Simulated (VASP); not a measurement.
Given:

```yaml
crystal:
  lattice:
    - [2.94571, 0.00000, 0.00000]
    - [0.00000, 2.94571, 0.00000]
    - [0.00000, 0.00000, 2.94571]
  atoms:
    - { symbol: Rh, position: [0.00000, 0.00000, 0.00000] }
    - { symbol: Si, position: [0.50000, 0.50000, 0.50000] }
```

Computed with PBEsol GGA, VASP's PBE PAW potentials (set 64) (plane waves; VASP 6.6.1). Run with 400 eV cut-off, 14×14×14 Γ-centred mesh, tetrahedra with Blöchl corrections, potentials Rh_pv Si.

Question: The job: RhSi (relaxed from the CsCl type structure, space group Pm-3m), 2 atoms, PBEsol, static run, 400 eV, 14×14×14 Γ-centred mesh. Roughly how much core time does it take on a busy server core?

Answer: About 10 core-seconds (one run on a shared machine, a rough figure). It had 120 irreducible k-points, 13 bands, up to 480 plane waves and 14 electronic steps.

The structure was generated: RhSi was put into the CsCl type type (Pm-3m), which need not be its known phase. It was relaxed first, which changed the volume by -28 %.
